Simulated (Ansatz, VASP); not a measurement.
# KNaICl in VASP and in Ansatz

```xyz
4
Lattice="4.0403 0.0000 0.0000 0.0000 4.0403 0.0000 0.0000 0.0000 6.2427" Properties=species:S:1:pos:R:3 pbc="T T T"
K     2.0202    2.0202    3.1214
Na    0.0000    0.0000    0.0000
I     2.0202    2.0202    0.0000
Cl    0.0000    0.0000    3.1214
```

Alike in both runs: task single point; functional LDA; k mesh 6 × 6 × 4; occupations gaussian, width 0.05 eV; no spin polarisation.

|  | VASP | Ansatz |
| --- | --- | --- |
| version | VASP 6.6.1 | Ansatz 0.2.0 |
| potentials or method | VASP PAW LDA potentials, release 64 (K_sv, Na_pv, I, Cl) | scalar-relativistic, plane waves, PAW |
| plane-wave cutoff (eV) | 520 | 520 |
| valence electrons in the cell | 30 | 42 |

```csv
,VASP,Ansatz,Ansatz less VASP
gap on the k mesh at the Fermi level (eV),4.54,4.53,-0.009
least direct gap on the mesh (eV),4.60,4.59,-0.008
pressure (GPa),6.0,5.9,-0.16
largest component of the traceless stress (GPa),2.54,2.49,-0.044
```

The two sets of potentials don't hold the same shells in valence.

Caveats: spin-orbit coupling is left out, which moves the levels of the heavy elements. A k mesh can miss the band edges.
